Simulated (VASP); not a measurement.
OSZICAR of a VASP run on Nd (atoms displaced from the space group 194 structure):

OSZICAR:
```
       N       E                     dE             d eps       ncg     rms          rms(c)
DAV:   1     0.337637037752E+03    0.33764E+03   -0.68548E+03  8548   0.149E+03
DAV:   2     0.565745310810E+02   -0.28106E+03   -0.27368E+03 11332   0.437E+02
DAV:   3    -0.222563611482E+01   -0.58800E+02   -0.55866E+02 14422   0.236E+02
DAV:   4    -0.114606127724E+02   -0.92350E+01   -0.82135E+01 15988   0.107E+02
DAV:   5    -0.139108326865E+02   -0.24502E+01   -0.22490E+01 16608   0.551E+01    0.838E+01
DAV:   6    -0.402421428646E+02   -0.26331E+02   -0.31678E+02 13914   0.150E+02    0.817E+01
DAV:   7    -0.911204878057E+01    0.31130E+02   -0.43693E+01 13818   0.927E+01    0.440E+01
DAV:   8    -0.152483871396E+02   -0.61363E+01   -0.56847E+01 16576   0.514E+01    0.431E+01
DAV:   9    -0.136520418687E+02    0.15963E+01   -0.30422E+01 16546   0.540E+01    0.216E+01
DAV:  10    -0.135544955674E+02    0.97546E-01   -0.59364E+00 16598   0.231E+01    0.923E+00
DAV:  11    -0.137464428970E+02   -0.19195E+00   -0.11031E+00 16496   0.119E+01    0.608E+00
DAV:  12    -0.137557034049E+02   -0.92605E-02   -0.23252E-01 16616   0.574E+00    0.297E+00
DAV:  13    -0.137892442883E+02   -0.33541E-01   -0.70340E-02 16590   0.293E+00    0.254E+00
DAV:  14    -0.138274168741E+02   -0.38173E-01   -0.16410E-01 16040   0.431E+00    0.252E+00
DAV:  15    -0.138629136144E+02   -0.35497E-01   -0.66693E-02 16022   0.353E+00    0.882E-01
DAV:  16    -0.138644456150E+02   -0.15320E-02   -0.11646E-02 16344   0.146E+00    0.750E-01
DAV:  17    -0.138651703057E+02   -0.72469E-03   -0.31548E-03 16584   0.788E-01    0.175E-01
DAV:  18    -0.138654210268E+02   -0.25072E-03   -0.11982E-03 16632   0.424E-01    0.229E-01
DAV:  19    -0.138656141805E+02   -0.19315E-03   -0.89686E-04 16616   0.358E-01    0.144E-01
DAV:  20    -0.138657152097E+02   -0.10103E-03   -0.65700E-04 16632   0.263E-01    0.984E-02
DAV:  21    -0.138658208649E+02   -0.10566E-03   -0.20718E-04 16632   0.150E-01    0.909E-02
DAV:  22    -0.138655997119E+02    0.22115E-03   -0.13065E-04 16208   0.132E-01    0.897E-02
DAV:  23    -0.138658874760E+02   -0.28776E-03   -0.28979E-04 16360   0.168E-01    0.910E-02
DAV:  24    -0.138648176728E+02    0.10698E-02   -0.12475E-02 15656   0.992E-01    0.183E-01
DAV:  25    -0.138658462383E+02   -0.10286E-02   -0.76684E-03 16040   0.751E-01    0.174E-01
DAV:  26    -0.138677782089E+02   -0.19320E-02   -0.11526E-03 16624   0.303E-01    0.112E-01
DAV:  27    -0.138660797918E+02    0.16984E-02   -0.38778E-03 14574   0.601E-01    0.119E-01
DAV:  28    -0.138661327195E+02   -0.52928E-04   -0.98436E-04 16128   0.277E-01    0.113E-01
DAV:  29    -0.138634071686E+02    0.27256E-02   -0.69359E-03 15216   0.728E-01    0.170E-01
DAV:  30    -0.138662335325E+02   -0.28264E-02   -0.19147E-04 14854   0.173E-01    0.880E-02
DAV:  31    -0.138666454681E+02   -0.41194E-03   -0.37885E-03 15056   0.565E-01    0.977E-02
DAV:  32    -0.138668555660E+02   -0.21010E-03   -0.46011E-03 16032   0.593E-01    0.128E-01
DAV:  33    -0.138676691061E+02   -0.81354E-03   -0.28610E-03 16192   0.461E-01    0.116E-01
DAV:  34    -0.138683510012E+02   -0.68190E-03   -0.52077E-04 16616   0.204E-01    0.812E-02
DAV:  35    -0.138684024469E+02   -0.51446E-04   -0.48289E-05 13472   0.693E-02    0.696E-02
DAV:  36    -0.138683254279E+02    0.77019E-04   -0.31103E-06 10488   0.295E-02    0.695E-02
DAV:  37    -0.138684797118E+02   -0.15428E-03   -0.79644E-05 12856   0.835E-02    0.689E-02
DAV:  38    -0.138686213376E+02   -0.14163E-03   -0.12461E-04 15160   0.105E-01    0.705E-02
DAV:  39    -0.138686549497E+02   -0.33612E-04   -0.35780E-05  8016   0.542E-02    0.697E-02
DAV:  40    -0.138685331003E+02    0.12185E-03   -0.68845E-06  9764   0.382E-02    0.710E-02
DAV:  41    -0.138683685101E+02    0.16459E-03   -0.46140E-05 13176   0.669E-02    0.744E-02
DAV:  42    -0.138682500904E+02    0.11842E-03   -0.60442E-05 11096   0.702E-02    0.763E-02
DAV:  43    -0.138685353429E+02   -0.28525E-03   -0.65638E-05 11804   0.885E-02    0.711E-02
DAV:  44    -0.138685996711E+02   -0.64328E-04   -0.34433E-05  9936   0.586E-02    0.712E-02
DAV:  45    -0.138685733608E+02    0.26310E-04   -0.28540E-06  7824   0.185E-02    0.716E-02
DAV:  46    -0.138685929314E+02   -0.19571E-04   -0.58938E-06  6744   0.242E-02    0.719E-02
DAV:  47    -0.138688780718E+02   -0.28514E-03   -0.29025E-04 15904   0.154E-01    0.747E-02
DAV:  48    -0.138692656530E+02   -0.38758E-03   -0.21533E-03 15064   0.422E-01    0.979E-02
DAV:  49    -0.138696071124E+02   -0.34146E-03   -0.35750E-03 15184   0.534E-01    0.121E-01
DAV:  50    -0.138702364380E+02   -0.62933E-03   -0.23754E-04 16124   0.155E-01    0.835E-02
DAV:  51    -0.138700663995E+02    0.17004E-03   -0.19878E-05 13624   0.599E-02    0.794E-02
DAV:  52    -0.138692154249E+02    0.85097E-03   -0.71955E-04 15096   0.253E-01    0.961E-02
DAV:  53    -0.138680602370E+02    0.11552E-02   -0.17967E-03 15088   0.385E-01    0.120E-01
DAV:  54    -0.138678300674E+02    0.23017E-03   -0.11582E-03 16224   0.301E-01    0.117E-01
DAV:  55    -0.138681668251E+02   -0.33676E-03   -0.30724E-04 16600   0.154E-01    0.997E-02
DAV:  56    -0.138689261289E+02   -0.75930E-03   -0.23197E-04 14348   0.158E-01    0.810E-02
DAV:  57    -0.138689308438E+02   -0.47149E-05   -0.20333E-05 10342   0.478E-02    0.808E-02
DAV:  58    -0.138669728362E+02    0.19580E-02   -0.28028E-03 16400   0.494E-01    0.128E-01
DAV:  59    -0.138641075537E+02    0.28653E-02   -0.70973E-03 15720   0.748E-01    0.185E-01
DAV:  60    -0.138676329694E+02   -0.35254E-02   -0.59835E-04 14676   0.284E-01    0.894E-02
DAV:  61    -0.138651767363E+02    0.24562E-02   -0.25444E-02 15016   0.147E+00    0.243E-01
DAV:  62    -0.138686499544E+02   -0.34732E-02   -0.61292E-03 16596   0.704E-01    0.177E-01
DAV:  63    -0.138705101889E+02   -0.18602E-02   -0.49674E-04 16576   0.217E-01    0.103E-01
DAV:  64    -0.138707059370E+02   -0.19575E-03   -0.41628E-03 15696   0.587E-01    0.135E-01
DAV:  65    -0.138713237045E+02   -0.61777E-03   -0.97423E-05 14670   0.111E-01    0.972E-02
DAV:  66    -0.138707429819E+02    0.58072E-03   -0.36047E-04 14666   0.197E-01    0.102E-01
DAV:  67    -0.138715225733E+02   -0.77959E-03   -0.21180E-03 15488   0.449E-01    0.110E-01
DAV:  68    -0.138717404492E+02   -0.21788E-03   -0.17404E-04 16632   0.124E-01    0.102E-01
DAV:  69    -0.138709819356E+02    0.75851E-03   -0.63308E-04 14718   0.256E-01    0.110E-01
DAV:  70    -0.138711273517E+02   -0.14542E-03   -0.35977E-05 12682   0.613E-02    0.104E-01
DAV:  71    -0.138716938544E+02   -0.56650E-03   -0.86566E-04 16040   0.290E-01    0.110E-01
DAV:  72    -0.138713717529E+02    0.32210E-03   -0.15333E-04 14774   0.136E-01    0.107E-01
DAV:  73    -0.138713282252E+02    0.43528E-04   -0.44690E-05 11416   0.679E-02    0.104E-01
DAV:  74    -0.138708820019E+02    0.44622E-03   -0.35383E-04 16424   0.182E-01    0.108E-01
DAV:  75    -0.138709514866E+02   -0.69485E-04   -0.78536E-05 12980   0.818E-02    0.101E-01
DAV:  76    -0.138713221384E+02   -0.37065E-03   -0.10541E-04 15592   0.110E-01    0.952E-02
DAV:  77    -0.138702925514E+02    0.10296E-02   -0.10040E-03 15006   0.306E-01    0.111E-01
DAV:  78    -0.138703031516E+02   -0.10600E-04   -0.27401E-04 16608   0.150E-01    0.103E-01
DAV:  79    -0.138707945170E+02   -0.49137E-03   -0.58676E-05 14748   0.883E-02    0.884E-02
DAV:  80    -0.138712177695E+02   -0.42325E-03   -0.65818E-04 15032   0.246E-01    0.880E-02
DAV:  81    -0.138715582282E+02   -0.34046E-03   -0.13737E-03 15640   0.342E-01    0.100E-01
DAV:  82    -0.138717825015E+02   -0.22427E-03   -0.19576E-04 16632   0.134E-01    0.887E-02
DAV:  83    -0.138717224432E+02    0.60058E-04   -0.76584E-06 11292   0.324E-02    0.873E-02
DAV:  84    -0.138717273975E+02   -0.49544E-05   -0.65473E-06  7168   0.329E-02    0.870E-02
DAV:  85    -0.138718576379E+02   -0.13024E-03   -0.63389E-05 11688   0.761E-02    0.869E-02
DAV:  86    -0.138718235271E+02    0.34111E-04   -0.37120E-05 12664   0.761E-02    0.835E-02
DAV:  87    -0.138716041618E+02    0.21937E-03   -0.71522E-05 13536   0.878E-02    0.840E-02
DAV:  88    -0.138718619587E+02   -0.25780E-03   -0.65719E-05 13008   0.860E-02    0.787E-02
DAV:  89    -0.138715453291E+02    0.31663E-03   -0.10832E-04 13074   0.107E-01    0.854E-02
DAV:  90    -0.138713885993E+02    0.15673E-03   -0.11272E-04 15048   0.104E-01    0.891E-02
DAV:  91    -0.138717970218E+02   -0.40842E-03   -0.15175E-04 14774   0.126E-01    0.804E-02
DAV:  92    -0.138713909699E+02    0.40605E-03   -0.16664E-04 15536   0.130E-01    0.863E-02
DAV:  93    -0.138711907986E+02    0.20017E-03   -0.14519E-04 15120   0.111E-01    0.885E-02
DAV:  94    -0.138715566026E+02   -0.36580E-03   -0.60462E-05 14870   0.846E-02    0.815E-02
DAV:  95    -0.138717183375E+02   -0.16173E-03   -0.10169E-04 15042   0.949E-02    0.798E-02
DAV:  96    -0.138714607534E+02    0.25758E-03   -0.85943E-05 14916   0.986E-02    0.846E-02
DAV:  97    -0.138714996932E+02   -0.38940E-04   -0.32517E-06  7054   0.221E-02    0.835E-02
DAV:  98    -0.138719147986E+02   -0.41511E-03   -0.55876E-04 15072   0.232E-01    0.841E-02
DAV:  99    -0.138721057573E+02   -0.19096E-03   -0.50330E-04 15160   0.211E-01    0.865E-02
DAV: 100    -0.138722987277E+02   -0.19297E-03   -0.31080E-04 15984   0.163E-01
   1 F= -.13872299E+02 E0= -.13721896E+02  d E =-.300806E+00  mag=     0.0042    -0.0247     8.1345
```

Problem. Which electronic solver shows in the log?

Solution. It is blocked Davidson (ALGO = Normal, or the opening steps of other solvers). The INCAR had ALGO = Normal.

Problem. How was spin treated?

Solution. With non-collinear spinors: mag has three components.

Problem. Can the final energy be trusted as converged?

Solution. Convergence was not reached. It stopped with EDIFF = 1E-6, NELM = 100 (PBE GGA with spin-orbit coupling, plane waves, VASP's PBE PAW potentials (set 64)).

The structure was generated: Nd was put into an ordered model structure, which need not be its known phase. The cell was not relaxed at this level, atoms are displaced from their ideal sites. The run is one of a series of settings (GGA_COMPAT = .FALSE., ISPIN removed, LNONCOLLINEAR = .TRUE., LSORBIT = .TRUE., MAGMOM = 0.0 0.0 3.0 0.0 0.0 3.0, program vasp_ncl against the base run), some of them coarse on purpose.
